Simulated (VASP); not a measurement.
TaAs: electric field gradients with LDA

The system is TaAs.

```
Ta As
1.0
    -1.72181    1.72181    5.86794
     1.72181   -1.72181    5.86794
     1.72181    1.72181   -5.86794
Ta As
2 2
Direct
  0.50006 0.00006 0.50000
  0.75006 0.75006 0.00000
  0.08254 0.58254 0.50000
  0.33254 0.33254 0.00000
```

The cell is a database's computed one.

```
Program                : VASP 6.6.1
Task                   : electric field gradients
Functional             : LDA
Potentials or basis    : VASP PAW LDA potentials, release 64 (Ta_pv, As)
Cutoff                 : 520 eV
k mesh                 : 13 × 13 × 13
Occupations            : fermi-dirac, width 0.05 eV
Spin                   : no spin polarisation
Further INCAR settings : ALGO = Fast; EDIFF = 1e-07
```

```
Pressure               : -6.6 GPa
Largest force          : 0.004 eV/Å
Band gap on the k mesh : none (metal or under the smearing width)
```

Forces in eV/Å, atoms in the order of the input:
```
Ta   0.000  0.000 -0.004
Ta   0.000  0.000 -0.004
As   0.000  0.000  0.004
As   0.000  0.000  0.004
```

Stress tensor (GPa, compression positive):
```
-6.50  0.00  0.00
 0.00 -6.50  0.00
 0.00  0.00 -6.76
```

Levels at points of the mesh, in eV from the Fermi level:
| k point | band 13 | band 14 | band 15 | band 16 | band 17 | band 18 | band 19 | band 20 |
| --- | --- | --- | --- | --- | --- | --- | --- | --- |
| (0.00, 0.00, 0.00) | -2.32 | -1.94 | -1.60 | -1.60 | 0.90 | 1.55 | 2.33 | 3.39 |

Electric field gradients, principal values (V/Å²):
```
atom     Vxx      Vyy      Vzz
1 Ta  10.584   12.997  -23.581
2 Ta  10.584   12.997  -23.581
3 As  -6.160  -14.986   21.146
4 As  -6.160  -14.986   21.146
```

It took 24 min on 1 thread of Intel(R) Xeon(R) Platinum 8259CL CPU @ 2.50GHz (Skylake/Cascade Lake) (shared host), peak memory 0.45 GiB.

Spin-orbit coupling is left out, which matters for the levels of Ta.
